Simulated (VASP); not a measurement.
A cell of YN (rock salt) near equilibrium:

```xyz
2
Lattice="0.0000 2.4482 2.4482 2.4482 0.0000 2.4482 2.4482 2.4482 0.0000" Properties=species:S:1:pos:R:3 pbc="T T T"
Y      0.0000     0.0000     0.0000
N      2.4482     2.4482     2.4482
```

Calculation: r2SCAN meta-GGA, VASP's PBE PAW potentials (set 64) (plane waves; VASP).

```
run               ΔE (meV/atom)    σxx    σyy    σzz  largest shear component, with its sign (GPa)  largest force (eV/Å)  gap (eV)
----------------  -------------  -----  -----  -----  --------------------------------------------  --------------------  --------
as it is                    0.0   0.05   0.05   0.05                                          0.00                 0.000      0.59
after one change           30.6  11.76  11.76  11.76                                          0.00                 0.000      0.48
```
Stress is in GPa, positive when the cell is compressed; gaps are those on the k-mesh, and 0.00 means metallic.

**Question.** Which change was made?
A) isotropic strain of -2.0 %
B) isotropic strain of +0.5 %
C) biaxial strain of -1.0 % in the yz plane
D) biaxial strain of +1.5 % in the yz plane

**Answer.** A, isotropic strain of -2.0 %

The compound is YN in the rock salt structure.
